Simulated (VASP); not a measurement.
Given:

```yaml
crystal:
  lattice:
    - [-2.19455, 2.19455, 5.02977]
    - [2.19455, -2.19455, 5.02977]
    - [2.19455, 2.19455, -5.02977]
  atoms:
    - { symbol: Sr, position: [0.00000, 0.00000, 0.00000] }
    - { symbol: Si, position: [0.61821, 0.61821, 0.00000] }
    - { symbol: Si, position: [0.38179, 0.38179, 0.00000] }
    - { symbol: Au, position: [0.75000, 0.25000, 0.50000] }
    - { symbol: Au, position: [0.25000, 0.75000, 0.50000] }
```

Calculation: PBEsol GGA, VASP's PBE PAW potentials (set 64) (plane waves; VASP). Run with 400 eV cut-off, Gaussian smearing of 0.050 eV, potentials Sr_sv Si Au.

Unless said otherwise, spin-orbit coupling is left out, though it shifts the bands of the heavy elements here.

Problem. What does the run give for the band gap (along the path) with the smallest direct gap where there is one?

Solution. 
```
Property                                                      Value
-------------------------  ----------------------------------------
band gap (along the path)  none (metal, semimetal or under 0.01 eV)
```

Total energies compare only between runs with the same potentials, cut-off and functional.

The structure comes from a computed database's Au2SrSi2 entry (I4/mmm); how it stands against other phases isn't given here. It was relaxed first.
